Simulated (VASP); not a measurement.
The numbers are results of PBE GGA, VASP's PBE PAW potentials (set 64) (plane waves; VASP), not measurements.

VASP ran on this input.

File KPOINTS:
```
Automatic mesh
0
Gamma
11 11 11
0 0 0
```

INCAR:
```
SYSTEM = CoGa
PREC = Accurate
ENCUT = 400
EDIFF = 1E-6
NELM = 100
ALGO = Normal
LREAL = .FALSE.
LASPH = .TRUE.
ISMEAR = 0
SIGMA = 0.05
GGA = PE
LMAXMIX = 4
LWAVE = .FALSE.
LCHARG = .FALSE.
ISIF = 2
NELECT = 22.02
```

**POSCAR**
```
CoGa
1.0
  2.8800000000   0.0000000000   0.0000000000
  0.0000000000   2.8800000000   0.0000000000
  0.0000000000   0.0000000000   2.8800000000
Ga Co
1 1
Direct
  0.5000000000   0.5000000000   0.5000000000
  0.0000000000   0.0000000000   0.0000000000
```

POTCAR, in this order: Ga_d Co (PBE.64 set). Program: vasp_std.

The run wrote:

**OUTCAR**
```
 ion  position               nearest neighbor table
   1  0.500  0.500  0.500-   2 2.49   2 2.49   2 2.49   2 2.49   2 2.49   2 2.49   2 2.49   2 2.49
  LATTYP: Found a simple cubic cell.
 ALAT       =     2.8800000000
 Subroutine PRICEL returns:
 Original cell was already a primitive cell.
 Subroutine GETGRP returns: Found 48 space group operations
The static configuration has the point symmetry O_h .
The dynamic configuration has the point symmetry O_h .
 Subroutine INISYM returns: Found 48 space group operations
 Subroutine IBZKPT returns following result:
 Found     56 irreducible k-points:

 Following reciprocal coordinates:
            Coordinates               Weight
  0.000000  0.000000  0.000000      1.000000
  0.090909  0.000000  0.000000      6.000000
  0.181818  0.000000  0.000000      6.000000
  0.272727  0.000000  0.000000      6.000000
  0.363636  0.000000  0.000000      6.000000
  0.454545  0.000000  0.000000      6.000000
  0.090909  0.090909  0.000000     12.000000
  0.181818  0.090909  0.000000     24.000000
  0.272727  0.090909  0.000000     24.000000
  0.363636  0.090909  0.000000     24.000000
  0.454545  0.090909  0.000000     24.000000
  0.181818  0.181818  0.000000     12.000000
  0.272727  0.181818  0.000000     24.000000
  0.363636  0.181818  0.000000     24.000000
  0.454545  0.181818  0.000000     24.000000
  0.272727  0.272727  0.000000     12.000000
  0.363636  0.272727  0.000000     24.000000
  0.454545  0.272727  0.000000     24.000000
  0.363636  0.363636  0.000000     12.000000
  0.454545  0.363636  0.000000     24.000000
  0.454545  0.454545  0.000000     12.000000
  0.090909  0.090909  0.090909      8.000000
  0.181818  0.090909  0.090909     24.000000
  0.272727  0.090909  0.090909     24.000000
  0.363636  0.090909  0.090909     24.000000
...
```

### OSZICAR
```
       N       E                     dE             d eps       ncg     rms          rms(c)
DAV:   1     0.887797938825E+02    0.88780E+02   -0.92784E+03  1768   0.222E+03
DAV:   2    -0.688106208041E+01   -0.95661E+02   -0.93754E+02  1736   0.323E+02
DAV:   3    -0.111692360201E+02   -0.42882E+01   -0.42738E+01  1974   0.753E+01
DAV:   4    -0.112299017002E+02   -0.60666E-01   -0.60657E-01  2249   0.831E+00
DAV:   5    -0.112311260492E+02   -0.12243E-02   -0.12243E-02  2141   0.100E+00    0.948E+00
DAV:   6    -0.122792264019E+02   -0.10481E+01   -0.22137E+01  1895   0.625E+01    0.113E+01
DAV:   7    -0.103049385716E+02    0.19743E+01   -0.90971E+00  1764   0.462E+01    0.175E+00
DAV:   8    -0.102880840724E+02    0.16854E-01   -0.23918E-01  1994   0.533E+00    0.651E-01
DAV:   9    -0.102818958236E+02    0.61882E-02   -0.20479E-02  2290   0.226E+00    0.133E-01
DAV:  10    -0.102816423017E+02    0.25352E-03   -0.64227E-04  2241   0.363E-01    0.667E-02
DAV:  11    -0.102816329492E+02    0.93524E-05   -0.79693E-05  2349   0.160E-01    0.134E-02
DAV:  12    -0.102816319796E+02    0.96966E-06   -0.51134E-06  1888   0.398E-02
   1 F= -.10281632E+02 E0= -.10280775E+02  d E =-.171321E-02
```

### OUTCAR
```
------------------------ aborting loop because EDIFF is reached ----------------------------------------
  FORCE on cell =-STRESS in cart. coord.  units (eV):
  Direction    XX          YY          ZZ          XY          YZ          ZX
  --------------------------------------------------------------------------------------
  Total        0.2457284      0.2457284      0.2457284      0.0000000     -0.0000000      0.0000000
  in kB       16.4811891     16.4811891     16.4811891      0.0000000     -0.0000000      0.0000000
  external PRESSURE =      16.4811891 kB  Pullay stress =       0.0000000 kB
  volume of cell :       23.89
      direct lattice vectors                 reciprocal lattice vectors
     2.880000000  0.000000000  0.000000000     0.347222222  0.000000000  0.000000000
     0.000000000  2.880000000  0.000000000     0.000000000  0.347222222  0.000000000
     0.000000000  0.000000000  2.880000000     0.000000000  0.000000000  0.347222222
 POSITION                                       TOTAL-FORCE (eV/Angst)
 -----------------------------------------------------------------------------------
      1.44000      1.44000      1.44000         0.000000      0.000000      0.000000
      0.00000      0.00000      0.00000         0.000000      0.000000      0.000000
 -----------------------------------------------------------------------------------
    total drift:                               -0.000000      0.000000      0.000000
  FREE ENERGIE OF THE ION-ELECTRON SYSTEM (eV)
  ---------------------------------------------------
  free  energy   TOTEN  =       -10.2816319796 eV

  energy  without entropy=      -10.2799187675  energy(sigma->0) =      -10.28077537
```
(Selected blocks of OUTCAR.)

The cell is charged, with a uniform compensating background.

The compound is CoGa in the CsCl type structure. The cell was not relaxed at this level. The run is one of a series of settings (ISMEAR = 0, NELECT = 22.02, SIGMA = 0.05 against the base run), some of them coarse on purpose. The run is not spin-polarised, so no magnetic state was tried.
